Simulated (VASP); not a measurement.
Calculation: PBE GGA, VASP's PBE PAW potentials (set 64) (plane waves; VASP).

The input files of a VASP run:

**KPOINTS**
```
Automatic mesh
0
gamma
 6 6 5
```

**INCAR**
```
! general
SYSTEM   =  Se
PREC     =  Accurate
ENCUT    =  400
LREAL    =  .FALSE.
LASPH    =  .TRUE.

! electronic loop
EDIFF    =  1E-6
NELM     =  100
ALGO     =  Normal
LMAXMIX  =  4

! smearing
ISMEAR   =  0
SIGMA    =  0.05

! functional
GGA      =  PE

! ions
ISIF     =  2

! output
LWAVE    =  .FALSE.
LCHARG   =  .FALSE.
```

POSCAR:
```
Se
1
    2.1850000000    -3.7845310000     0.0000000000
    2.1850000000     3.7845310000     0.0000000000
    0.0000000000     0.0000000000     4.9500000000
Se
3
Direct
  0.0000000000   0.2250000000   0.6666670000
  0.7750000000   0.7750000000   0.0000000000
  0.2250000000   0.0000000000   0.3333330000
```

POTCAR, in this order: Se (PBE.64 set). Program: vasp_std.

Task: What will the output report for the number of irreducible k-points (NKPTS), number of bands (NBANDS), largest plane-wave count, number of space-group operations, FFT grid (NGX, NGY, NGZ)?

Result: 
```json
{
 "number of irreducible k-points (NKPTS)": "27",
 "number of bands (NBANDS)": "13",
 "largest_plane_wave_count": "1503",
 "number_of_space_group_operations": "6",
 "FFT grid (NGX, NGY, NGZ)": "30 × 30 × 32"
}
```

The compound is Se in the trig structure. The cell was not relaxed at this level.
